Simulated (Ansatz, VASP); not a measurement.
## Cross-check of BaNaBiWO6 between VASP and Ansatz

Wanted: the spread between two codes on one cell, functional and k mesh. The cell is taken from a series of runs on this material, whose earlier steps may have relaxed, scaled, displaced or heated it; both programs get it as it stands.

Main program and level: Ansatz 0.2.0; plane waves, with VASP 6.6.1 beside it; G0W0 gap at PBE, DFT+U.

### Step 1. Starting point

Symmetry: F-43m, No. 216, cubic system. The conventional cell has a = 8.565 Å, b = 8.565 Å, c = 8.565 Å, α = 90.00°, β = 90.00°, γ = 90.00°. Nearest to Na lie 12 O at 3.04 Å. Nearest to Ba lie 12 O at 3.04 Å. Bi has 6 O at 2.35 Å nearest. W has 6 O at 1.94 Å nearest. Nearest to O lie 1 W at 1.94 Å and 1 Bi at 2.35 Å and 2 Ba at 3.04 Å and 2 Na at 3.04 Å. Farther neighbours and most contacts between anions are not listed.

### Step 2. VASP: G0W0 gap, PBE, DFT+U

Quasiparticle shifts depend on high empty states and on the cores, so they are the hardest test of two PAW sets.

Lines of VASP's logs that name or quote its potential files are left out, and so is its time.

The run reads the wave functions of an earlier VASP run, which isn't shown here.

File INCAR:

```
SYSTEM = BaNaBiWO6
PREC = Accurate
ENCUT = 440
ISMEAR = 0
SIGMA = 0.01
LREAL = .FALSE.
GGA = PE
NBANDS = 698
LASPH = .TRUE.
LMAXMIX = 4
ALGO = EVGW0
NELMGW = 1
ENCUTGW = 150
NOMEGA = 64
PRECFOCK = Fast
NBANDSGW = 51
LWAVE = .FALSE.
LCHARG = .FALSE.
```

File POSCAR:

```
BaNaBiWO6
1.0
    0.0000000000      4.2826078400      4.2826078400
    4.2826078400      0.0000000000      4.2826078400
    4.2826078400      4.2826078400      0.0000000000
Na Ba Bi W O
1 1 1 1 6
Direct
    0.7500000000      0.7500000000      0.7500000000
    0.2500000000      0.2500000000      0.2500000000
    0.0000000000      0.0000000000      0.0000000000
    0.5000000000      0.5000000000      0.5000000000
    0.7261785325      0.2738214675      0.2738214675
    0.2738214675      0.7261785325      0.7261785325
    0.7261785325      0.7261785325      0.2738214675
    0.2738214675      0.2738214675      0.7261785325
    0.2738214675      0.7261785325      0.2738214675
    0.7261785325      0.2738214675      0.7261785325
```

File KPOINTS:

```
Automatic mesh
0
Gamma
2 2 2
0 0 0
```

The projector-augmented-wave data sets are Na_sv_GW, Ba_sv_GW, Bi_d_GW, W_sv_GW and O_GW (PBE family, release 64).

Launch:

```bash
> export OMP_NUM_THREADS=3
> mpirun -np 1 vasp_std
```

Numbers of over 12 decimals in the logs are rounded to 6 here.

The program printed:

```text
[banner, memory and clock lines left out]
running    1 mpi-ranks, on    1 nodes
 distrk:  each k-point on    1 cores,    1 groups
 distr:  one band on    1 cores,    1 groups
 Offloading initialized ...    1 GPUs detected
 POSCAR found type information on POSCAR NaBaBiW O
 POSCAR found :  5 types and      10 ions
|                                                                             |
|           W    W    AA    RRRRR   N    N  II  N    N   GGGG   !!!           |
|           W    W   A  A   R    R  NN   N  II  NN   N  G    G  !!!           |
|           W    W  A    A  R    R  N N  N  II  N N  N  G       !!!           |
|           W WW W  AAAAAA  RRRRR   N  N N  II  N  N N  G  GGG   !            |
|           WW  WW  A    A  R   R   N   NN  II  N   NN  G    G                |
|           W    W  A    A  R    R  N    N  II  N    N   GGGG   !!!           |
|                                                                             |
|     The default for ENCUTGWSOFT is different in this version of VASP.       |
|     please manually set ENCUTGWSOFT =150 in the INCAR file.                 |
|                                                                             |

 LDA part: xc-table for (Slater+PW92), standard interpolation
 found WAVECAR, reading the header
 POSCAR, INCAR and KPOINTS ok, starting setup
 FFT: planning ... GRIDC
 FFT: planning ... GRID_SOFT
 FFT: planning ... GRID
 reading WAVECAR
 the WAVECAR file was read successfully
 initial charge from wavefunction
 available memory per node:   1661.50 GB, setting MAXMEM to   1701373

 The Fermi energy was updated, please check that it is located mid-gap
 values below the HOMO (VB) or above the LUMO (CB) will cause erroneous energies
 E-fermi :   4.7064

 calculate exact exchange contribution
 the WAVEDER file was read successfully
|                                                                             |
|           W    W    AA    RRRRR   N    N  II  N    N   GGGG   !!!           |
|           W    W   A  A   R    R  NN   N  II  NN   N  G    G  !!!           |
|           W    W  A    A  R    R  N N  N  II  N N  N  G       !!!           |
|           W WW W  AAAAAA  RRRRR   N  N N  II  N  N N  G  GGG   !            |
|           WW  WW  A    A  R   R   N   NN  II  N   NN  G    G                |
|           W    W  A    A  R    R  N    N  II  N    N   GGGG   !!!           |
|                                                                             |
|     Automatic setting of frequency mesh for GW failed. Frequency mesh       |
|     properly not suitable for determining QP energies. Consider             |
|     increasing number of kpoints.                                           |
|                                                                             |

energies w=
    0.000    0.000    1.634    0.000    3.265    0.000    4.888    0.000
    6.502    0.000    8.103    0.000    9.689    0.000   11.257    0.000
   12.807    0.000   14.337    0.000   15.847    0.000   17.337    0.000
   18.807    0.000   20.257    0.000   21.689    0.000   23.105    0.000
   24.505    0.000   25.893    0.000   27.268    0.000   28.635    0.000
   29.995    0.000   31.351    0.000   32.705    0.000   34.061    0.000
   35.421    0.000   36.788    0.000   38.166    0.000   39.559    0.000
   40.969    0.000   42.402    0.000   43.861    0.000   45.351    0.000
   46.877    0.000   48.445    0.000   50.060    0.000   51.730    0.000
   53.463    0.000   55.265    0.000   57.148    0.000   59.122    0.000
   61.199    0.000   63.393    0.000   65.721    0.000   68.201    0.000
   70.856    0.000   73.711    0.000   76.798    0.000   80.153    0.000
   83.821    0.000   87.856    0.000   92.324    0.000   97.308    0.000
  102.910    0.000  109.264    0.000  116.539    0.000  124.960    0.000
  134.828    0.000  146.555    0.000  160.725    0.000  178.188    0.000
  200.232    0.000  228.911    0.000  267.705    0.000  323.033    0.000
 responsefunction array rank=     652
 LDA part: xc-table for (Slater+PW92), standard interpolation

 min. memory requirement per mpi rank   1359.2 MB, per node   1359.2 MB

 allocating  64 responsefunctions rank=   652
 shmem allocating  64 responsefunctions rank=   652
 response function shared by NCSHMEM nodes    1
 Doing            64  frequencies on each core in blocks of            64
NQ=   1    0.0000    0.0000    0.0000,
|.........|.........|.........|.........|.........|.........|.........|.........
 performed        664000 updates of chi_q(r,r)
 total number of BLAS operations       2210.68 Gflops
NQ=   2    0.5000    0.0000    0.0000,
|.........|.........|.........|.........|.........|.........|.........|.........
 performed       1684000 updates of chi_q(r,r)
 total number of BLAS operations       5680.24 Gflops
NQ=   3    0.5000    0.5000    0.0000,
|.........|.........|.........|.........|.........|.........|.........|.........
 performed       2633000 updates of chi_q(r,r)
 total number of BLAS operations       8907.67 Gflops
 resolving degeneracies of screened two electron integrals

 calculate QP shifts <psi_nk| G(iteration)W_0 |psi_nk>: iteration 1
 entering main loop
```

OUTCAR, selected parts (step 2):

```text
ion  position               nearest neighbor table
   1  0.750  0.750  0.750-
   2  0.250  0.250  0.250-
   3  0.000  0.000  0.000-   5 2.35   6 2.35   7 2.35   8 2.35   9 2.35  10 2.35
   4  0.500  0.500  0.500-   5 1.94   6 1.94   7 1.94   8 1.94   9 1.94  10 1.94
   5  0.726  0.274  0.274-   4 1.94   3 2.35
   6  0.274  0.726  0.726-   4 1.94   3 2.35
   7  0.726  0.726  0.274-   4 1.94   3 2.35
   8  0.274  0.274  0.726-   4 1.94   3 2.35
   9  0.274  0.726  0.274-   4 1.94   3 2.35
  10  0.726  0.274  0.726-   4 1.94   3 2.35

  LATTYP: Found a face centered cubic cell.
 ALAT       =     8.5652156800

 Subroutine GETGRP returns: Found 24 space group operations
 (whereof 24 operations were pure point group operations)

The static configuration has the point symmetry T_d .

 Found      3 irreducible k-points:

   k-points           NKPTS =      3   k-points in BZ     NKDIM =      8   number of bands    NBANDS=    698

   dimension x,y,z NGX =    42 NGY =   42 NGZ =   42
   dimension x,y,z NGXF=    84 NGYF=   84 NGZF=   84

   ENCUT  =  440.0 eV  32.34 Ry    5.69 a.u.  10.36 10.36 10.36*2*pi/ulx,y,z

   NELECT =      86.0000    total number of electrons

  energy-cutoff  :      440.00
  volume of cell :      157.09
      direct lattice vectors                 reciprocal lattice vectors
     0.000000000  4.282607840  4.282607840    -0.116751292  0.116751292  0.116751292
     4.282607840  0.000000000  4.282607840     0.116751292 -0.116751292  0.116751292
     4.282607840  4.282607840  0.000000000     0.116751292  0.116751292 -0.116751292

 k-points in reciprocal lattice and weights: Automatic mesh
   0.00000000  0.00000000  0.00000000       0.125
   0.50000000  0.00000000  0.00000000       0.500
   0.50000000  0.50000000  0.00000000       0.375

 E-fermi :   4.7064

 QP shifts <psi_nk| G(iteration)W_0 |psi_nk>: iteration 1
 for sc-GW calculations column KS-energies equals QP-energies in previous step
 and V_xc(KS)=  KS-energies - (<T + V_ion + V_H > + <T+V_H+V_ion>^1  + <V_x>^1)
 k-point   1 :       0.0000    0.0000    0.0000
  band No.  KS-energies  QP-energies   sigma(KS)   V_xc(KS)     V^pw_x(r,r')   Z            occupation Imag(sigma)
    ...
     40       1.9939       1.1666     -19.8812     -18.7911     -23.9772       0.7589       2.0000       0.7893
     41       2.8588       2.1161     -20.4902     -19.5021     -24.7463       0.7517       2.0000       0.7701
     42       2.8588       2.1161     -20.4902     -19.5021     -24.7463       0.7517       2.0000       0.7701
     43       2.8588       2.1161     -20.4902     -19.5021     -24.7463       0.7517       2.0000       0.7701
     44       6.2436       6.9543     -14.7624     -15.6556     -10.7463       0.7957       0.0000      -0.5654
     45       6.2436       6.9543     -14.7624     -15.6556     -10.7463       0.7957       0.0000      -0.5654
     46       6.2436       6.9543     -14.7624     -15.6556     -10.7463       0.7957       0.0000      -0.5654
     47       7.5099       8.0767      -7.5324      -8.1971      -3.8831       0.8528       0.0000      -0.4733
    ...

 k-point   2 :       0.5000    0.0000    0.0000
  band No.  KS-energies  QP-energies   sigma(KS)   V_xc(KS)     V^pw_x(r,r')   Z            occupation Imag(sigma)
    ...
     40       2.3494       1.5269     -19.7163     -18.6292     -23.8475       0.7566       2.0000       0.7858
     41       2.3494       1.5269     -19.7163     -18.6292     -23.8475       0.7566       2.0000       0.7858
     42       2.6086       1.8094     -20.1302     -19.0698     -24.4151       0.7536       2.0000       0.7944
     43       3.6524       3.1298     -20.5134     -19.8443     -23.2636       0.7811       2.0000       0.5293
     44       5.7604       6.4069     -13.4563     -14.2562      -9.5984       0.8082       0.0000      -0.5111
     45       6.2831       7.0199     -14.5302     -15.4526     -10.6844       0.7989       0.0000      -0.5359
     46       6.2831       7.0199     -14.5302     -15.4526     -10.6844       0.7989       0.0000      -0.5359
     47       7.6827       8.6286     -14.4019     -15.5736     -10.6094       0.8072       0.0000      -0.5505
    ...

 k-point   3 :       0.5000    0.5000    0.0000
  band No.  KS-energies  QP-energies   sigma(KS)   V_xc(KS)     V^pw_x(r,r')   Z            occupation Imag(sigma)
    ...
     40       1.8116       0.9549     -19.5481     -18.4195     -23.6753       0.7591       2.0000       0.8113
     41       2.2010       1.3172     -19.5268     -18.3568     -23.7676       0.7554       2.0000       0.8158
     42       2.2010       1.3172     -19.5268     -18.3568     -23.7676       0.7554       2.0000       0.8158
     43       2.8364       2.0885     -20.4369     -19.4425     -24.6822       0.7521       2.0000       0.7701
     44       6.0294       6.6883     -14.0006     -14.8220      -9.7917       0.8021       0.0000      -0.5737
     45       6.9661       7.8524     -16.5346     -17.6689     -12.4645       0.7813       0.0000      -0.6315
     46       6.9661       7.8524     -16.5346     -17.6689     -12.4645       0.7813       0.0000      -0.6315
     47       8.4222       9.4517     -13.2419     -14.5137      -9.9288       0.8095       0.0000      -0.5128
    ...
```

This run has no spin polarisation, so a moment on W, if there is one, isn't seen.

(Part 1 of 2 ends here.)

[Lines on the potential files, build, host, timing and source positions are cut from VASP's logs without a mark.]

[Logs are printed without paths, hosts, clocks, repeated set-up lines and the standing remarks that a program may print on its own settings, such as how far it seeks lower states.]

[Hosts, paths, dates, database ids (printed as entryN), source tags and the programs' standing remarks are cut or masked in the printed files.]
